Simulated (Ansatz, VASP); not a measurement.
**TaO2 (1T-TaO2 3 layers, AA): VASP beside Ansatz**

One calculation is typed for both programs; each brings its own data sets. How far apart do they land? The cell is taken from a series of runs on this material, whose earlier steps may have relaxed, scaled, displaced or heated it; both programs get it as it stands.

Program: Ansatz 0.2.0. Level of theory: plane waves, with VASP 6.6.1 beside it; single point at PBE with D3(BJ). Results are calculated unless marked as measured.

## (1) The structure

The cell holds 9 atoms: 6 O and 3 Ta. Cell: a = 3.031 Å, b = 3.031 Å, c = 29.824 Å, α = 90.0°, β = 90.0°, γ = 120.0°. Vacuum lies along c.

## (2) VASP: single point, PBE with D3(BJ)

With cell and atoms fixed, the geometry can't cause a difference; cores, projectors, grids and the points listed under the comparison can.

Lines of VASP's logs that name or quote its potential files are left out, and so is its time.

INCAR reads:

```
SYSTEM = TaO2
PREC = Accurate
ENCUT = 520
EDIFF = 1E-06
NELM = 120
ISMEAR = -1
SIGMA = 0.02585
LREAL = .FALSE.
ALGO = Normal
GGA = PE
IVDW = 12
NBANDS = 43
LASPH = .TRUE.
LORBIT = 11
LWAVE = .FALSE.
LCHARG = .FALSE.
ISIF = 2
LDIPOL = .TRUE.
IDIPOL = 3
DIPOL = 0.5 0.5 0.5
LVHAR = .TRUE.
GGA_COMPAT = .FALSE.
NELMDL = -8
KPAR = 2
```

POSCAR reads:

```
TaO2
1.0
    3.0310293200      0.0000000000      0.0000000000
   -1.5155146600      2.6249483908      0.0000000000
    0.0000000000      0.0000000000     29.8241232321
O Ta
6 3
Direct
    0.6666666667      0.3333333333      0.3017691394
    0.3333333333      0.6666666667      0.3770433788
    0.6666666667      0.3333333333      0.4624284442
    0.3333333333      0.6666666667      0.5375715558
    0.6666666667      0.3333333333      0.6229566212
    0.3333333333      0.6666666667      0.6982308606
    0.0000000000      0.0000000000      0.3394713885
    0.0000000000      0.0000000000      0.5000000000
    0.0000000000      0.0000000000      0.6605286115
```

KPOINTS reads:

```
Automatic mesh
0
Gamma
18 18 1
0 0 0
```

The projector-augmented-wave data sets are O and Ta_pv (PBE family, release 64).

Command:

```
$ mpirun -np 2 vasp_std
```

Numbers of over 12 decimals in the logs are rounded to 6 here.

Log:

```text
[banner, memory and clock lines left out]
running    2 mpi-ranks, on    1 nodes
 distrk:  each k-point on    1 cores,    2 groups
 distr:  one band on    1 cores,    1 groups

 POSCAR found type information on POSCAR O Ta
 POSCAR found :  2 types and       9 ions
 LDA part: xc-table for (Slater+PW92), standard interpolation
 POSCAR, INCAR and KPOINTS ok, starting setup
 FFT: planning ... GRIDC
 FFT: planning ... GRID_SOFT
 FFT: planning ... GRID
 WAVECAR not read
 entering main loop
       N       E                     dE             d eps       ncg     rms          rms(c)
DAV:   1     0.646234652781E+03    0.64623E+03   -0.37403E+04  3670   0.144E+03
DAV:   2    -0.452160308463E+02   -0.69145E+03   -0.68005E+03  4044   0.390E+02
DAV:   3    -0.990448634302E+02   -0.53829E+02   -0.53139E+02  3593   0.110E+02
DAV:   4    -0.100500520701E+03   -0.14557E+01   -0.14432E+01  3956   0.183E+01
DAV:   5    -0.100536136939E+03   -0.35616E-01   -0.35428E-01  3908   0.279E+00
DAV:   6    -0.100537550452E+03   -0.14135E-02   -0.14121E-02  4068   0.520E-01
DAV:   7    -0.100537594115E+03   -0.43663E-04   -0.43650E-04  3964   0.932E-02
DAV:   8    -0.100537596286E+03   -0.21710E-05   -0.21707E-05  3844   0.195E-02    0.466E+01
DAV:   9    -0.866521660787E+02    0.13885E+02   -0.91085E+01  3521   0.488E+01    0.209E+01
DAV:  10    -0.860651717880E+02    0.58699E+00   -0.82280E+00  3563   0.148E+01    0.119E+01
DAV:  11    -0.861487917392E+02   -0.83620E-01   -0.19936E+00  3980   0.721E+00    0.285E+00
DAV:  12    -0.858912229497E+02    0.25757E+00   -0.22199E+00  3897   0.341E+00    0.131E+00
DAV:  13    -0.858639578860E+02    0.27265E-01   -0.33254E-01  3576   0.138E+00    0.452E-01
DAV:  14    -0.858609343973E+02    0.30235E-02   -0.51764E-02  3508   0.635E-01    0.233E-01
[...]
DAV:  21    -0.858609189652E+02   -0.88105E-04   -0.21512E-05  3174   0.143E-02    0.246E-03
DAV:  22    -0.858609538833E+02   -0.34918E-04   -0.33483E-06  2916   0.677E-03    0.173E-03
DAV:  23    -0.858609715297E+02   -0.17646E-04   -0.66271E-07  2276   0.398E-03    0.131E-03
DAV:  24    -0.858609784665E+02   -0.69368E-05   -0.39389E-07  2084   0.238E-03    0.634E-04
DAV:  25    -0.858609871556E+02   -0.86891E-05   -0.55432E-07  2208   0.249E-03    0.744E-04
DAV:  26    -0.858609901344E+02   -0.29788E-05   -0.18482E-07  2049   0.218E-03    0.214E-04
DAV:  27    -0.858609917861E+02   -0.16517E-05   -0.11226E-07  1972   0.127E-03    0.339E-04
DAV:  28    -0.858609926503E+02   -0.86423E-06   -0.47399E-08  2004   0.719E-04
   1 F= -.87596673E+02 E0= -.87588675E+02  d E =-.159961E-01
```

OUTCAR, selected parts (step 2):

```text
ion  position               nearest neighbor table
   1  0.667  0.333  0.302-   7 2.08   7 2.08   7 2.08
   2  0.333  0.667  0.377-   7 2.08   7 2.08   7 2.08
   3  0.667  0.333  0.462-   8 2.08   8 2.08   8 2.08
   4  0.333  0.667  0.538-   8 2.08   8 2.08   8 2.08
   5  0.667  0.333  0.623-   9 2.08   9 2.08   9 2.08
   6  0.333  0.667  0.698-   9 2.08   9 2.08   9 2.08
   7  0.000  0.000  0.339-   2 2.08   2 2.08   2 2.08   1 2.08   1 2.08   1 2.08
   8  0.000  0.000  0.500-   3 2.08   4 2.08   3 2.08   4 2.08   3 2.08   4 2.08
   9  0.000  0.000  0.661-   5 2.08   5 2.08   5 2.08   6 2.08   6 2.08   6 2.08

  LATTYP: Found a hexagonal cell.
 ALAT       =     3.0310293200
 C/A-ratio  =     9.8396023540

 Subroutine GETGRP returns: Found 12 space group operations
 (whereof 12 operations were pure point group operations)

The static configuration has the point symmetry D_3d.

 Found     37 irreducible k-points:

   k-points           NKPTS =     37   k-points in BZ     NKDIM =     37   number of bands    NBANDS=     43

   dimension x,y,z NGX =    24 NGY =   24 NGZ =  224
   dimension x,y,z NGXF=    48 NGYF=   48 NGZF=  448

   ENCUT  =  520.0 eV  38.22 Ry    6.18 a.u.   5.64  5.64 55.45*2*pi/ulx,y,z

   NELECT =      69.0000    total number of electrons

 k-points in reciprocal lattice and weights: Automatic mesh
   0.00000000  0.00000000  0.00000000       0.003
   0.05555556  0.00000000  0.00000000       0.019
   0.11111111  0.00000000  0.00000000       0.019
   0.16666667  0.00000000  0.00000000       0.019
   0.22222222  0.00000000  0.00000000       0.019
   0.27777778  0.00000000  0.00000000       0.019
   0.33333333  0.00000000  0.00000000       0.019
   0.38888889  0.00000000  0.00000000       0.019
   0.44444444  0.00000000  0.00000000       0.019
[...]
0.33333333  0.27777778  0.00000000       0.037
   0.33333333  0.33333333  0.00000000       0.006

 dipolmoment           0.000000      0.000000     -0.000000 electrons x Angstroem

 average (electrostatic) potential at core
       1 -77.4893       2 -77.5137       3 -77.5092       4 -77.5092       5 -77.5137
       6 -77.4893       7 -45.2279       8 -45.2264       9 -45.2279

 E-fermi :  -0.3578

 k-point     1 :       0.0000    0.0000    0.0000
  band No.  band energies     occupation
    ...
     29      -4.4155      2.00000
     30      -4.4155      2.00000
     31      -4.3941      2.00000
     32      -4.3941      2.00000
     33      -4.3840      2.00000
     34      -0.2281      0.01316
     35      -0.2281      0.01316
     36      -0.2125      0.00723
     37      -0.2125      0.00723
     38      -0.2000      0.00447
    ...

 k-point     2 :       0.0556    0.0000    0.0000
  band No.  band energies     occupation
    ...
     29      -4.5684      2.00000
     30      -4.5169      2.00000
     31      -4.4786      2.00000
     32      -4.4546      2.00000
     33      -4.3339      2.00000
     34      -0.2466      0.02680
     35      -0.2289      0.01357
     36      -0.2129      0.00734
     37      -0.1356      0.00037
     38      -0.1205      0.00021
    ...

 k-point     3 :       0.1111    0.0000    0.0000
  band No.  band energies     occupation
    ...
     29      -4.6847      2.00000
     30      -4.6409      2.00000
     31      -4.6116      2.00000
     32      -4.5891      2.00000
     33      -4.2547      2.00000
     34      -0.3182      0.35619
     35      -0.2908      0.13947
     36      -0.2636      0.05111
     37       0.1168      0.00000
     38       0.1303      0.00000
    ...

 Edisp (eV)   -1.73568

  Total       0.53453     0.53453     0.40909    -0.00000    -0.00000     0.00000
  in kB       3.60917     3.60917     2.76215    -0.00000    -0.00000     0.00000
  external pressure =        3.33 kB  Pullay stress =        0.00 kB

  energy-cutoff  :      520.00
  volume of cell :      237.29
      direct lattice vectors                 reciprocal lattice vectors
     3.031029320  0.000000000  0.000000000     0.329920926  0.190479935  0.000000000
    -1.515514660  2.624948391  0.000000000     0.000000000  0.380959871  0.000000000
     0.000000000  0.000000000 29.824123232     0.000000000  0.000000000  0.033529904

 POSITION                                       TOTAL-FORCE (eV/Angst)
 -----------------------------------------------------------------------------------
      1.51551      0.87498      9.00000        -0.000000     -0.000000     -0.081401
     -0.00000      1.74997     11.24499        -0.000000     -0.000000      0.083281
      1.51551      0.87498     13.79152        -0.000000      0.000000     -0.083597
     -0.00000      1.74997     16.03260        -0.000000     -0.000000      0.083597
      1.51551      0.87498     18.57914         0.000000      0.000000     -0.083281
     -0.00000      1.74997     20.82412         0.000000      0.000000      0.081401
      0.00000      0.00000     10.12444        -0.000000      0.000000     -0.003029
      0.00000      0.00000     14.91206        -0.000000      0.000000     -0.000000
      0.00000      0.00000     19.69969        -0.000000     -0.000000      0.003029
 -----------------------------------------------------------------------------------
    total drift:                               -0.000000      0.000000      0.000000

  FREE ENERGIE OF THE ION-ELECTRON SYSTEM (eV)
  ---------------------------------------------------
  free  energy   TOTEN  =       -87.5966725900 eV

  energy  without entropy=      -87.5806765370  energy(sigma->0) =      -87.58867456

 vacuum level on the upper side and lower side of the slab         4.775         4.775

 total charge
# of ion       s       p       d       tot
------------------------------------------
    1        1.574   3.456   0.000   5.030
    2        1.575   3.459   0.000   5.034
    3        1.575   3.459   0.000   5.034
    4        1.575   3.459   0.000   5.034
    5        1.575   3.459   0.000   5.034
    6        1.574   3.456   0.000   5.030
    7        0.313   6.274   2.246   8.833
    8        0.313   6.275   2.248   8.836
    9        0.313   6.274   2.246   8.833
--------------------------------------------------
tot         10.386  39.571   6.741  56.698

[... 3 further parts left out ...]
```

## (3) Ansatz: single point, PBE with D3(BJ)

Ansatz runs on its default PAW (the set named soft_2) files.

The same cell, functional, mesh and smearing now go to Ansatz, which takes its cutoff from its data sets.

input.yaml reads:

```yaml
crystal:
  lattice:
    - [3.03102932, 0.0, 0.0]
    - [-1.51551466, 2.6249483908, 0.0]
    - [0.0, 0.0, 29.8241232321]
  atoms:
    - { symbol: O, position: [0.6666666667, 0.3333333333, 0.3017691394] }
    - { symbol: Ta, position: [0.0, 0.0, 0.3394713885] }
    - { symbol: O, position: [0.3333333333, 0.6666666667, 0.3770433788] }
    - { symbol: O, position: [0.6666666667, 0.3333333333, 0.4624284442] }
    - { symbol: Ta, position: [0.0, 0.0, 0.5] }
    - { symbol: O, position: [0.3333333333, 0.6666666667, 0.5375715558] }
    - { symbol: O, position: [0.6666666667, 0.3333333333, 0.6229566212] }
    - { symbol: Ta, position: [0.0, 0.0, 0.6605286115] }
    - { symbol: O, position: [0.3333333333, 0.6666666667, 0.6982308606] }
kpoints:
  mp_grid: { grid: [18, 18, 1] }
  band_path:
    path: [[0, 0, 0], [0.5, 0, 0], [0.33333333, 0.33333333, 0], [0, 0, 0]]
    npoints: 16
hamiltonian:
  xc: pbe
  dispersion: d3bj
scf:
  occupations: { method: fermi_dirac, width: 0.02585 }
  convergence: { dr2_threshold: 1.0e-10 }
efield:
  axis: 3
  dipole_correction: true
  ramp_position: 0.97
  ramp_width: 0.06
  amplitude: 0
output:
  dos: { projected: true, e_range: [-6, 5] }
  bader: true
  write_potential: true
  write_density: true
  volumetric_format: npy
  elf: true
```

Command:

```
$ ansatz run input.yaml --threads 4 --pin off --max-ram 6144MiB --backend cpu --events-out ev --progress --plain --runs-dir out
```

Log:

```text
Engine: ansatz 0.2.0, x86_64-unknown-linux-gnu
Pseudopotentials: kind: paw
Pseudopotential: O, paw, valence charge 6, recommended cutoff 420 eV (normal), O.paw.azcp
Pseudopotential: Ta, paw, valence charge 13, recommended cutoff 420 eV (normal), Ta.paw.azcp
Functional definition: PBE
  parameter kappa = 0.804
  parameter beta = 0.066725
  exchange = pbe_x(kappa = kappa, mu = beta*pi^2/3)
  correlation = pbe_c(beta = beta)
Crystal: 9 atoms, lattice volume = 237.290 Å³
Basis set: ecut = 420 eV, 4575 PW (Γ)
Bands: 47, of which v1, the nominal top of the filled ones, is band 38 counted from 1 (37 counted from 0)
Symmetry: 6 space group operations
k-points: 37 of 324 (time reversal used)
Non-local potential: O, projectors of the file, l = 0: 2, l = 1: 2, l = 2: 1
Non-local potential: Ta, projectors of the file, l = 0: 3, l = 1: 2, l = 2: 2, l = 3: 1
PAW form: soft (Blöchl's): semilocal exchange-correlation on the pseudo side does not see the compensation charge
PAW one-centre angular grid: O, 110 points (default); XC on 64 Gauss nodes
PAW one-centre angular grid: Ta, 590 points (default); XC on 64 Gauss nodes
Initial density: superposition of atomic densities (neutral atoms: chi_scale 0, normalization atom), corrected by the library's trained network
Initial wavefunctions: pseudopotential atomic-orbital guess
Functional: x = pbe(κ = 0.804, μ = 0.219515), c = pbe(β = 0.066725)
SCF iter   1: F=—  HF=-33208.917557 eV  |F-HF|=—  |Δ(HF+E_count)|=         —  Δρ=5.18e-3  dr2=4.58e-2  ethr=1.77e-3  p=-0.000 e·Å  D=-9.60e-15 V/Å  ΔV_dip=0.00 eV  dr2_dipole=1.30e-6  V_vac-E_F(+/−)=5.27/5.27 eV  ⟨swp⟩=8.8  Hψ=8530  notcnv=0  defer=11
efield: sawtooth ramp at fractional position 0.9700 (set: `efield.ramp_position`, or a place that a band, a saddle search or an elastic batch's reference lends), width 0.0600; the density the first Hamiltonian is built on has a dipole p = -0.000 e·Å; the dipole correction subtracts the counter field D = -9.60e-15 V/Å, which shifts the + side's vacuum level by +0.00 eV against the − side's; the planar-averaged density in the ramp window peaks in size at 3.0e-6 e/Å³
preconditioner: auto → LDOS  [metal: Δε(μ)=0.013 eV  Ē_g=11.180 eV  σ=0.026 eV  W_gap=0.12  n_scr=20 (ndim 8)  ℏωp=17.2 eV  f_vac=0.526  D(μ)=7.35/eV (n_scr^D=22)  β→1.0]
SCF iter   2: F=—  HF=-33208.913867 eV  |F-HF|=—  |Δ(HF+E_count)|=   3.69e-3  Δρ=2.53e-3  dr2=9.03e-3  ethr=6.11e-5  p=-0.000 e·Å  D=-9.20e-6 V/Å  ΔV_dip=0.00 eV  dr2_dipole=1.82e-7  V_vac-E_F(+/−)=5.16/5.16 eV  ⟨swp⟩=3.4  Hψ=3643  notcnv=0  defer=68
SCF iter   3: F=—  HF=-33208.911598 eV  |F-HF|=—  |Δ(HF+E_count)|=   2.27e-3  Δρ=5.17e-4  dr2=8.01e-4  ethr=1.20e-5  p=-0.000 e·Å  D=-4.32e-7 V/Å  ΔV_dip=0.00 eV  dr2_dipole=1.09e-7  V_vac-E_F(+/−)=5.12/5.12 eV  ⟨swp⟩=2.2  Hψ=2889  notcnv=0  defer=68
SCF iter   4: F=—  HF=-33208.911661 eV  |F-HF|=—  |Δ(HF+E_count)|=   6.29e-5  Δρ=1.32e-4  dr2=7.59e-5  ethr=1.07e-6  p=0.000 e·Å  D=1.85e-6 V/Å  ΔV_dip=-0.00 eV  dr2_dipole=2.70e-9  V_vac-E_F(+/−)=5.10/5.10 eV  ⟨swp⟩=2.2  Hψ=2640  notcnv=0  defer=68
SCF iter   5: F=—  HF=-33208.911673 eV  |F-HF|=—  |Δ(HF+E_count)|=   1.18e-5  Δρ=2.68e-5  dr2=2.48e-6  ethr=1.01e-7  p=0.000 e·Å  D=1.15e-6 V/Å  ΔV_dip=-0.00 eV  dr2_dipole=1.04e-9  V_vac-E_F(+/−)=5.10/5.10 eV  ⟨swp⟩=2.1  Hψ=2523  notcnv=0  defer=68
SCF iter   6: F=—  HF=-33208.911590 eV  |F-HF|=—  |Δ(HF+E_count)|=   8.26e-5  Δρ=9.98e-6  dr2=2.08e-7  ethr=3.31e-9  p=-0.000 e·Å  D=-1.48e-7 V/Å  ΔV_dip=0.00 eV  dr2_dipole=2.69e-10  V_vac-E_F(+/−)=5.10/5.10 eV  ⟨swp⟩=2.8  Hψ=3434  notcnv=0  defer=68
SCF iter   7: F=—  HF=-33208.911591 eV  |F-HF|=—  |Δ(HF+E_count)|=   1.12e-7  Δρ=2.41e-6  dr2=2.41e-8  ethr=2.77e-10  p=0.000 e·Å  D=5.87e-8 V/Å  ΔV_dip=-0.00 eV  dr2_dipole=8.35e-11  V_vac-E_F(+/−)=5.10/5.10 eV  ⟨swp⟩=2.5  Hψ=2915  notcnv=0  defer=68
SCF iter   8: F=—  HF=-33208.911591 eV  |F-HF|=—  |Δ(HF+E_count)|=   7.25e-9  Δρ=5.17e-7  dr2=6.13e-10  ethr=3.21e-11  p=-0.000 e·Å  D=-1.29e-8 V/Å  ΔV_dip=0.00 eV  dr2_dipole=8.53e-13  V_vac-E_F(+/−)=5.10/5.10 eV  ⟨swp⟩=2.1  Hψ=2512  notcnv=0  defer=68
SCF iter   9: F=-33208.911591 eV  HF=-33208.911591 eV  |F-HF|=5.09e-11  |Δ(HF+E_count)|=  7.13e-10  Δρ=1.44e-7  dr2=6.29e-11  ethr=1.00e-12  p=0.000 e·Å  D=7.12e-9 V/Å  ΔV_dip=-0.00 eV  dr2_dipole=5.48e-14  V_vac-E_F(+/−)=5.10/5.10 eV  ⟨swp⟩=15.1  Hψ=6727  notcnv=0
SCF 1 converged in 9 iterations: F = -33208.911591 eV  dr2 = 6.29e-11
  greatest PAW one-centre occupation: 0.999 electrons in one spin orbital (limit 2), on the Ta atom at site 4 (counted from 0), in its partial waves of l = 0
NSCF: frozen V_eff on 49 k-points
efield: sawtooth ramp at fractional position 0.9700 (kept from the solve that this one continues, or follows in the run), width 0.0600; the density the first Hamiltonian is built on has a dipole p = 0.000 e·Å; the dipole correction subtracts the counter field D = 7.12e-9 V/Å, which shifts the + side's vacuum level by -0.00 eV against the − side's; the planar-averaged density in the ramp window peaks in size at 7.1e-6 e/Å³
WARN: The output density's exchange-correlation potential varies sharply where the density is thin. Do not read a vacuum level from v_tot or v_xc, or from such a field of the output density. On a cell that repeats whose density bears no net charge and no dipole along the vacuum's axis use v_es (v_loc + v_h of the components); under efield.dipole_correction with no amplitude use v_es + v_field, which holds any externa [...]
SCF converged after 9 iterations
Free energy (F): -33208.911591 eV
Harris-Foulkes:  -33208.911591 eV  (|F-HF|=5.09e-11)
Internal energy: -33208.895782 eV  (E = F + TS)
E sigma→0 (E₀):  -33208.903686 eV
Entropy (-TS):   -0.015809 eV (-1.757 meV/atom)
Fermi energy:    3.253985 eV
Dipole field:    D = -0.000000 V/Å  (p = -0.000000 e·Å, saw-weighted, corrected)
Work function:   Φ+ = 5.0951 eV   Φ− = 5.0951 eV
Levels:          The Fermi level and band energies are counted from a zero that moves with the ramp; work functions are not
--- Per-component energies (eV) ---
  E_band       = -1292.437074
  E_kinetic    = 2146.897487
  E_local      = -95961.781853  (includes V_loc(G=0)·N_el)
  E_nonlocal   = 329.601867
  E_hartree    = 46960.119904
  E_xc         = -1096.952731
  E_vxc        = -1175.395793  (∫ρ·V_xc dr)
  E_paw        = -26137.451425  (= ΣΔE_a)
  E_vpaw       = -552.014312  (= ΣTr[D̂ρ^β])
  E_aug_tail   = 0.015327  (compensation charges beyond the density's cutoff)
  E_efield     = 0.000000  (sawtooth field / dipole correction)
  E_vefield    = 0.000000  (∫n·V_field dr)
  E_ewald      = 40552.391584
  E_disp       = -1.735943  (pairwise vdW)
  E_smearing   = -0.015809  (= −TS)
  E_closure    = 0.000000  (closes the sum)
  Σ components = -33208.911591   (vs F -33208.911591, Δ=0.00e0)
--- Band table (eV; the first three rows and the last of 37) ---
  k-point 0: bands = [... 34 lower, -0.7998, -0.7974, 3.3941, 3.3941, 3.4097, 3.4097, 3.4223, 3.4223, ... 5 higher]
  k-point 1: bands = [... 34 lower, -0.8602, -0.7474, 3.3745, 3.3923, 3.4082, 3.4861, 3.5013, 3.5134, ... 5 higher]
  k-point 2: bands = [... 34 lower, -1.0007, -0.6698, 3.3006, 3.3280, 3.3550, 3.7374, 3.7510, 3.7619, ... 5 higher]
  k-point 36: bands = [... 34 lower, -1.5520, -1.4289, 4.1124, 4.2185, 4.3129, 4.7055, 4.7055, 4.7261, ... 5 higher]
--- Bader charges: 9 sites ---
  site symbol  charge [e]  shift [e]
     0      O     -1.2186     0.0014
     1     Ta      2.4380     0.0029
     2      O     -1.2193     0.0014
     3      O     -1.2192     0.0014
     4     Ta      2.4381     0.0029
     5      O     -1.2192     0.0014
     6      O     -1.2193     0.0014
     7     Ta      2.4380     0.0029
     8      O     -1.2186     0.0014
  estimated error of the sums over rays = 5.8e-4 e
```

## (4) Differences

Known differences besides the potentials themselves: the data sets hold 75 valence electrons in Ansatz (on its default PAW (the set named soft_2) files) and 69 in VASP; the cutoff is 420 eV in Ansatz and 520 eV in VASP. Total energies have different zeros and are not compared.

Compared:

```tsv
quantity	Ansatz	VASP	difference
work function, lower of the two faces (eV)	5.10	5.13	-0.04
work function, higher of the two faces (eV)	5.10	5.13	-0.04
```

With vacuum in the cell, a pressure given here is an average over mostly empty space and none of the material.

## (5) Results

```yaml
difference_in_work_function_lower_of_the_two_faces_single_point_pbe_with_d3_bj: -0.038 eV
```

What this shows: The difference in work function, lower of the two faces is -0.038 eV (single point, PBE with D3(BJ)). The data sets hold unlike numbers of valence electrons (75 in Ansatz and 69 in VASP), so part of the differences comes from the potentials. How closely two codes agree says nothing of how well the functional describes the real material.

[Lines on the potential files, build, host, timing and source positions are cut from VASP's logs without a mark.]

[Logs are printed without paths, hosts, clocks, repeated set-up lines and the standing remarks that a program may print on its own settings, such as how far it seeks lower states.]

[Hosts, paths, dates, database ids (printed as entryN), source tags and the programs' standing remarks are cut or masked in the printed files.]
